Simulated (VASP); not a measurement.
# NaSrLiS2 with PBE: from relaxation to properties, part 7 of 7

Wanted: the relaxed cell of NaSrLiS2 and its properties. The cell is invented: it takes the structure of a Materials Project entry for NaLiCdS2 (space group 156 there), with some of its atoms replaced by other elements, volume scaled by an estimate. It may not be a known or stable phase. Left out of this account: at least 1 further run (vcrelax: its dispersion library returned no energy). The atoms of the start are displaced at random from the sites of a P3m1 cell.

VASP 6.6.1, plane waves and PAW; the level of theory is named at each step.

So far, gap on the k-mesh (eV): step 2 (rough relaxation of the start cell) 2.69; step 4 (single point with fields (PBE)) 2.68; step 6 (density of states (PBE)) 2.68; step 7 (a semilocal run for the hybrid's start) 2.67; step 9 (dielectric tensor and Born charges (PBE)) 2.67.

## (11) Elastic tensor by finite strains (PBE) (continued)

Level of this step: PBE; plane waves and PAW (Sr_sv, S, Na_pv, Li_sv); invented cell (VASP).

OUTCAR, selected parts (step 11):

```text
   ENCUT  =  700.0 eV  51.45 Ry    7.17 a.u.   9.42  9.42 16.17*2*pi/ulx,y,z

   NELECT =      32.0000    total number of electrons

 E-fermi :   1.0164

 k-point     1 :       0.0000    0.0000    0.0000
  band No.  band energies     occupation
    ...
     12       0.1075      2.00000
     13       0.1075      2.00000
     14       0.5152      2.00000
     15       0.7231      2.00000
     16       0.7231      2.00000
     17       3.4251      0.00000
     18       5.7791      0.00000
     19       6.0430      0.00000
     20       6.0430      0.00000
     21       7.0659      0.00000
    ...

  Total       -0.0042417     -0.0042417      0.0300739      0.0000000      0.0000000      0.0000000
  in kB       -0.0549341     -0.0549341      0.3894827      0.0000000      0.0000000      0.0000000
  external PRESSURE =       0.0932048 kB  Pullay stress =       0.0000000 kB

 POSITION                                       TOTAL-FORCE (eV/Angst)
 -----------------------------------------------------------------------------------
      2.18305      1.26038      2.67626        -0.000000      0.000000     -0.014055
     -0.00000      2.52077      1.36505         0.000000     -0.000000      0.013281
      2.18305      1.26038      5.54578        -0.000000     -0.000000     -0.021483
      0.00000      0.00000      7.24302        -0.000000      0.000000      0.000936
     -0.00000      2.52077      5.61661        -0.000000      0.000000      0.021321
 -----------------------------------------------------------------------------------
    total drift:                                0.000001     -0.000000     -0.000385

  FREE ENERGIE OF THE ION-ELECTRON SYSTEM (eV)
  ---------------------------------------------------
  free  energy   TOTEN  =       -20.2314308654 eV

  energy  without entropy=      -20.2314308654  energy(sigma->0) =      -20.23143087

  SYMMETRIZED ELASTIC MODULI (kBar)
 Direction    XX          YY          ZZ          XY          YZ          ZX
 --------------------------------------------------------------------------------
 XX         669.0110    192.5203    217.8940     -0.0000    -11.7567      0.0000
 YY         192.5203    669.0110    217.8940     -0.0000     11.7567     -0.0000
 ZZ         217.8940    217.8940    621.1375     -0.0000      0.0000     -0.0000
 XY          -0.0000     -0.0000     -0.0000    238.2453     -0.0000    -11.7567
 YZ         -11.7567     11.7567      0.0000     -0.0000    194.0110     -0.0000
 ZX           0.0000     -0.0000     -0.0000    -11.7567     -0.0000    194.0110
 --------------------------------------------------------------------------------

 Eigenvectors and eigenvalues of the dynamical matrix
 ----------------------------------------------------

   1 f  =    9.348127 THz    58.736014 2PiTHz  311.819952 cm-1    38.660729 meV
             X         Y         Z           dx          dy          dz
      2.183049  1.260384  2.676263     0.003417   -0.002753   -0.000000
     -0.000000  2.520768  1.365048     0.016426   -0.013237   -0.000000
      2.183049  1.260384  5.545778     0.234928   -0.189314   -0.000000
      0.000000  0.000000  7.243024     0.101652   -0.081915   -0.000000
     -0.000000  2.520768  5.631605    -0.735178    0.592432   -0.000000

   2 f  =    9.348127 THz    58.736014 2PiTHz  311.819952 cm-1    38.660729 meV
             X         Y         Z           dx          dy          dz
      2.183049  1.260384  2.676263     0.002753    0.003417   -0.000000
     -0.000000  2.520768  1.365048     0.013237    0.016426   -0.000000
      2.183049  1.260384  5.545778     0.189314    0.234928    0.000000
      0.000000  0.000000  7.243024     0.081915    0.101652    0.000000
     -0.000000  2.520768  5.631605    -0.592432   -0.735178   -0.000000

   3 f  =    7.808680 THz    49.063383 2PiTHz  260.469528 cm-1    32.294091 meV
             X         Y         Z           dx          dy          dz
      2.183049  1.260384  2.676263    -0.000000    0.000000   -0.060428
[...]
0.000000  0.000000  7.243024     0.671279   -0.540940    0.000000
     -0.000000  2.520768  5.631605    -0.027351    0.022041    0.000000

  10 f  =    4.075851 THz    25.609324 2PiTHz  135.955740 cm-1    16.856356 meV
             X         Y         Z           dx          dy          dz
      2.183049  1.260384  2.676263    -0.094663   -0.117472    0.000000
     -0.000000  2.520768  1.365048     0.011944    0.014822    0.000000
      2.183049  1.260384  5.545778    -0.302493   -0.375379    0.000000
      0.000000  0.000000  7.243024     0.540940    0.671279   -0.000000
     -0.000000  2.520768  5.631605    -0.022041   -0.027351   -0.000000

  11 f  =    2.192078 THz    13.773232 2PiTHz   73.119851 cm-1     9.065702 meV
             X         Y         Z           dx          dy          dz
      2.183049  1.260384  2.676263    -0.403725    0.325336    0.000000
     -0.000000  2.520768  1.365048    -0.191094    0.153991    0.000000
      2.183049  1.260384  5.545778     0.550259   -0.443418    0.000000
      0.000000  0.000000  7.243024     0.249593   -0.201131    0.000000
     -0.000000  2.520768  5.631605     0.204202   -0.164553    0.000000

  12 f  =    2.192078 THz    13.773232 2PiTHz   73.119851 cm-1     9.065702 meV
             X         Y         Z           dx          dy          dz
      2.183049  1.260384  2.676263     0.325336    0.403725    0.000000
     -0.000000  2.520768  1.365048     0.153991    0.191094   -0.000000
      2.183049  1.260384  5.545778    -0.443418   -0.550259    0.000000
      0.000000  0.000000  7.243024    -0.201131   -0.249593    0.000000
     -0.000000  2.520768  5.631605    -0.164553   -0.204202    0.000000

  13 f/i=    0.004365 THz     0.027426 2PiTHz    0.145602 cm-1     0.018052 meV
             X         Y         Z           dx          dy          dz
      2.183049  1.260384  2.676263    -0.414633   -0.556638    0.000000
     -0.000000  2.520768  1.365048    -0.250711   -0.336576    0.000000
      2.183049  1.260384  5.545778    -0.251431   -0.337542    0.000000
      0.000000  0.000000  7.243024    -0.212401   -0.285145    0.000000
     -0.000000  2.520768  5.631605    -0.117242   -0.157396    0.000000

  14 f/i=    0.004365 THz     0.027426 2PiTHz    0.145602 cm-1     0.018052 meV
             X         Y         Z           dx          dy          dz
      2.183049  1.260384  2.676263    -0.556638    0.414633   -0.000000
     -0.000000  2.520768  1.365048    -0.336576    0.250711   -0.000000
      2.183049  1.260384  5.545778    -0.337542    0.251431   -0.000000
      0.000000  0.000000  7.243024    -0.285145    0.212401   -0.000000
     -0.000000  2.520768  5.631605    -0.157396    0.117242   -0.000000

  15 f/i=    0.004600 THz     0.028906 2PiTHz    0.153455 cm-1     0.019026 meV
             X         Y         Z           dx          dy          dz
      2.183049  1.260384  2.676263    -0.000000    0.000000    0.693828
     -0.000000  2.520768  1.365048    -0.000000    0.000000    0.420462
      2.183049  1.260384  5.545778    -0.000000    0.000000    0.420231
      0.000000  0.000000  7.243024    -0.000000    0.000000    0.355991
     -0.000000  2.520768  5.631605    -0.000000    0.000000    0.196189

 ELASTIC MODULI CONTR FROM IONIC RELAXATION (kBar)
 Direction    XX          YY          ZZ          XY          YZ          ZX
 --------------------------------------------------------------------------------
 XX        -145.0911     22.6895      1.9363      0.0000     37.8626     -0.0000
 YY          22.6895   -145.0911      1.9363      0.0000    -37.8626      0.0000
 ZZ           1.9363      1.9363   -313.0518     -0.0000     -0.0000     -0.0000
 XY           0.0000      0.0000     -0.0000    -83.8903      0.0000     37.8626
 YZ          37.8626    -37.8626     -0.0000      0.0000   -125.1355      0.0000
 ZX          -0.0000      0.0000     -0.0000     37.8626      0.0000   -125.1354
 --------------------------------------------------------------------------------

 TOTAL ELASTIC MODULI (kBar)
 Direction    XX          YY          ZZ          XY          YZ          ZX
 --------------------------------------------------------------------------------
 XX         523.9199    215.2099    219.8303     -0.0000     26.1059     -0.0000
 YY         215.2099    523.9199    219.8303     -0.0000    -26.1059      0.0000
 ZZ         219.8303    219.8303    308.0857     -0.0000     -0.0000     -0.0000
 XY          -0.0000     -0.0000     -0.0000    154.3550      0.0000     26.1059
 YZ          26.1059    -26.1059     -0.0000      0.0000     68.8755     -0.0000
 ZX          -0.0000      0.0000     -0.0000     26.1059     -0.0000     68.8756
 --------------------------------------------------------------------------------

[... 4 parts as in an earlier step ...]

[... 12 further parts left out ...]
```

CONTCAR:

```
NaSrLiS2
   1.00000000000000
     4.3660983257000003    0.0000000000000000    0.0000000000000000
    -2.1830491678000001    3.7811520644000001    0.0000000000000000
     0.0000000000000000    0.0000000000000000    7.4936637596000004
  Sr              S               Na              Li
     1     2     1     1
Direct
     0.6666666670000012    0.3333333329999988    0.3571367485999986
     0.3333333329999988    0.6666666670000012    0.1821602464000023
     0.6666666670000012    0.3333333329999988    0.7400622895999973
     0.0000000000000000    0.0000000000000000    0.9665531349000034
     0.3333333329999987    0.6666666670000012    0.7495138894072016
```

The last energy, forces, stress and levels in OUTCAR belong to the last displaced cell, not to the cell of POSCAR.

Numbers from this step:

```yaml
irreducible_k_points: 17
pressure_of_the_cell: 0.008980 GPa
largest_force_of_the_cell: 0.008538 eV/Å
mechanically_stable: yes
bulk_modulus_voigt: 29.62 GPa
shear_modulus_voigt: 10.52 GPa
bulk_modulus_hill: 28.58 GPa
shear_modulus_hill: 9.536 GPa
young_s_modulus: 25.75 GPa
poisson_s_ratio: 0.3498
```

Elastic constants with relaxed ions, Voigt order xx yy zz yz xz xy (GPa):

```
52.39 21.52 21.98  2.61  0.00  0.00
21.52 52.39 21.98 -2.61  0.00  0.00
21.98 21.98 30.81  0.00  0.00  0.00
 2.61 -2.61  0.00  6.89  0.00  0.00
 0.00  0.00  0.00  0.00  6.89  2.61
 0.00  0.00  0.00  0.00  2.61 15.44
```

Elastic constants with clamped ions, Voigt order xx yy zz yz xz xy (GPa):

```
66.90 19.25 21.79 -1.18  0.00  0.00
19.25 66.90 21.79  1.18  0.00  0.00
21.79 21.79 62.11  0.00  0.00  0.00
-1.18  1.18  0.00 19.40  0.00  0.00
 0.00  0.00  0.00  0.00 19.40 -1.18
 0.00  0.00  0.00  0.00 -1.18 23.82
```

Transverse limit, no LO-TO splitting. The modes at Γ (shares of kinetic energy by element, %):

| mode | frequency (cm⁻¹) | symmetry | Sr % | S % | Na % | Li % |
| --- | --- | --- | --- | --- | --- | --- |
| 1 | -0.2 | acoustic | 48 | 35 | 13 | 4 |
| 2 | -0.1 | acoustic | 48 | 35 | 13 | 4 |
| 3 | -0.1 | acoustic | 48 | 35 | 13 | 4 |
| 4 | 73.1 | E | 27 | 56 | 10 | 7 |
| 5 | 73.1 | E | 27 | 56 | 10 | 7 |
| 6 | 136.0 | E | 2 | 23 | 74 | 0 |
| 7 | 136.0 | E | 2 | 23 | 74 | 0 |
| 8 | 151.3 | A1 | 0 | 47 | 1 | 51 |
| 9 | 172.0 | A1 | 2 | 13 | 82 | 3 |
| 10 | 212.4 | A1 | 49 | 42 | 3 | 5 |
| 11 | 226.8 | E | 23 | 76 | 1 | 0 |
| 12 | 226.8 | E | 23 | 76 | 1 | 0 |
| 13 | 260.5 | A1 | 0 | 62 | 0 | 37 |
| 14 | 311.8 | E | 0 | 9 | 2 | 89 |
| 15 | 311.8 | E | 0 | 9 | 2 | 89 |

Displacements in mode 4 (73.1 cm⁻¹), the largest set to 1:
```
Sr1  0.36  0.44  0.00
S2   0.28  0.35  0.00
S3  -0.81 -1.00  0.00
Na4 -0.43 -0.54  0.00
Li5 -0.64 -0.80  0.00
```

Displacements in mode 11 (226.8 cm⁻¹), the largest set to 1:
```
Sr1  0.27  0.33  0.00
S2  -0.81 -1.00  0.00
S3   0.00  0.00  0.00
Na4  0.11  0.14  0.00
Li5 -0.01 -0.01  0.00
```

B/G is 3.00, which by Pugh's rule of thumb (1.75, made for nearly isotropic solids) points to a ductile solid. With the density of 2.44 g/cm³ the Hill moduli give sound speeds of 4.12 km/s (longitudinal) and 1.98 km/s (transverse), and from their mean a Debye temperature of 227 K.

## (12) What came out

```json
{
  "relaxed volume": "24.74 Å³/atom",
  "relaxed conventional cell a, b, c": "4.366, 4.366, 7.494 Å; angles 90.0, 90.0, 120.0°",
  "space group after relaxing, within 0.02 Å": "P3m1 (No. 156)",
  "band gap": "2.67 eV, indirect (least direct gap of that run 2.70 eV)",
  "gap among the points of the DOS mesh alone, an upper bound": "2.68 eV",
  "band gap (HSE06)": "3.62 eV, indirect (least direct gap of that run 3.66 eV)",
  "electronic dielectric constant, mean": "3.96",
  "bulk modulus (Hill)": "28.6 GPa",
  "shear modulus (Hill)": "9.54 GPa",
  "Debye temperature from the elastic constants": "227 K",
  "highest zone-centre mode": "312 cm⁻¹"
}
```

**Reading.** With PBE, NaSrLiS2 relaxes to 24.74 Å³/atom in space group P3m1 and has an indirect gap of 2.67 eV (3.62 eV with HSE06). Bands along the symmetry lines (HSE06): The path shows an indirect gap of 3.63 eV (valence top at A, conduction bottom at Γ). The least direct gap is 3.66 eV. Dielectric tensor and Born charges (PBE): The principal values of the electronic dielectric tensor with local fields are 3.90, 3.90 and 4.10. Dielectric tensor and Born charges (PBE): Mean Born effective charge: Sr1 1.99, S2 -2.06, S3 -2.06, Na4 1.15, Li5 0.97 e. Elastic tensor by finite strains (PBE): The highest mode in this list at Γ, 311.8 cm⁻¹, is mostly motion of Li (89 % of the kinetic energy). The other levels ran on the cell relaxed with PBE, and without spin-orbit coupling unless named. Semilocal functionals usually underestimate gaps. Spin-orbit coupling is left out; it would split some degenerate bands. Modes at Γ alone can't show that the crystal is stable at other wave vectors, and the LO-TO splitting is not included. No search among competing phases was made. All values are for a static lattice at zero temperature.

[Lines on the potential files, build, host, timing and source positions are cut from VASP's logs without a mark.]

[Logs are printed without paths, hosts, clocks, repeated set-up lines and the standing remarks that a program may print on its own settings, such as how far it seeks lower states.]

[Hosts, paths, dates, database ids (printed as entryN), source tags and the programs' standing remarks are cut or masked in the printed files.]

[A measured line is paired with the nearest computed mode of its activity, which favours agreement.]

[In band tables of VASP the shares of atoms and orbitals are scaled to a sum of 1 inside the atoms' spheres.]
